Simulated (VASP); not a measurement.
An input for Quantum ESPRESSO's pw.x (written as the equivalent of a VASP run, and not itself run):

```
&CONTROL
  calculation = 'scf'
  pseudo_dir = './pseudo'
  outdir = './out'
  tprnfor = .true.
  tstress = .true.
/
&SYSTEM
  ibrav = 0
  nat = 3
  ntyp = 2
  ecutwfc = 88
  occupations = 'smearing'
  smearing = 'gaussian'
  degauss = 0.003675
  input_dft = 'rpbe'
/
&ELECTRONS
  conv_thr = 7.3e-09
  electron_maxstep = 100
/
ATOMIC_SPECIES
  Na 22.990 Na.upf
  S 32.060 S.upf
CELL_PARAMETERS angstrom
     0.0000000    3.3391413    3.3391413
     3.3391413    0.0000000    3.3391413
     3.3391413    3.3391413    0.0000000
ATOMIC_POSITIONS crystal
  Na   0.2500000  0.2500000  0.2500000
  Na   0.7500000  0.7500000  0.7500000
  S    0.0000000  0.0000000  0.0000000
K_POINTS automatic
  6 6 6 0 0 0
```

### Question
Translate this input to VASP (INCAR, KPOINTS, POSCAR, choice of POTCAR).

### Answer
One answer among several that fit: 
**INCAR**
```
SYSTEM = Na2S
PREC = Accurate
ENCUT = 520
EDIFF = 1E-7
NELM = 100
ALGO = Normal
LREAL = .FALSE.
LASPH = .TRUE.
ISMEAR = 0
SIGMA = 0.05
GGA = RP
LWAVE = .FALSE.
LCHARG = .FALSE.
ISIF = 2
```

### POSCAR
```
Na2S
4.7222590
  0.0000000000   0.7071067768   0.7071067768
  0.7071067768   0.0000000000   0.7071067768
  0.7071067768   0.7071067768   0.0000000000
Na S
2 1
Cart
  0.3535533884   0.3535533884   0.3535533884
  1.0606601651   1.0606601651   1.0606601651
  0.0000000000   0.0000000000   0.0000000000
```

### KPOINTS
```
Automatic
0
Gamma
 6 6 6
```

POTCAR, in this order: Na_pv S (PBE.64 set). Program: vasp_std.

What does not carry over: the potentials are each code's own (VASP's PAW set, PseudoDojo norm-conserving files in pw.x), so ENCUT and ecutwfc are chosen apart and not converted; conv_thr bounds pw.x's estimated SCF error, while EDIFF bounds the energy change between steps.

The compound is Na2S in the antifluorite structure. It was relaxed first, which changed the volume by +6 %.
